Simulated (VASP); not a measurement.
Here is the system:

```
CELL_PARAMETERS angstrom
      0.00000     2.68033     2.68033
      2.68033     0.00000     2.68033
      2.68033     2.68033     0.00000
ATOMIC_POSITIONS crystal
  Zn 0.00000 0.00000 0.00000
  S  0.25000 0.25000 0.25000
```

Computed with PBEsol GGA, VASP's PBE PAW potentials (set 64) (plane waves; VASP 6.6.1). Settings: 520 eV cut-off, 8×8×8 Γ-centred mesh, Gaussian smearing of 0.050 eV, potentials Zn S.

Problem. Estimate the energy per atom (σ→0), band gap (on the k-mesh) with the smallest direct gap where there is one.

Solution. 
```json
{
  "band gap (on the k-mesh)": "2.08 eV",
  "smallest direct gap (on the k-mesh)": "2.08 eV",
  "energy per atom (σ→0)": "-3.794 eV/atom"
}
```

Only differences to runs with the same potentials and settings are physical.

The compound is ZnS in the zinc blende structure. It was relaxed first. The start is the result of an earlier pass.
